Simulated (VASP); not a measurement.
Input:

```
CELL_PARAMETERS angstrom
      0.00000     2.26424     2.26424
      2.26424     0.00000     2.26424
      2.26424     2.26424     0.00000
ATOMIC_POSITIONS crystal
  Zr 0.50000 0.50000 0.50000
  N  0.00000 0.00000 0.00000
```

These are LDA (Ceperley-Alder, Perdew-Zunger) with spin-orbit coupling, VASP's LDA PAW potentials (set 64) (plane waves; VASP 6.6.1) values and carry that method's errors. Run with 520 eV cut-off, 13×13×13 Γ-centred mesh, Gaussian smearing of 0.050 eV, potentials Zr_sv N.

Task: Estimate the energy per atom (σ→0), band gap (over mesh and band path) with the smallest direct gap where there is one.

Result: 
band gap (over mesh and band path): none (metal, semimetal or under 0.01 eV)
energy per atom (σ→0): -11.245 eV/atom

The structure comes from a computed database's ZrN entry (Fm-3m); how it stands against other phases isn't given here. It was relaxed first.
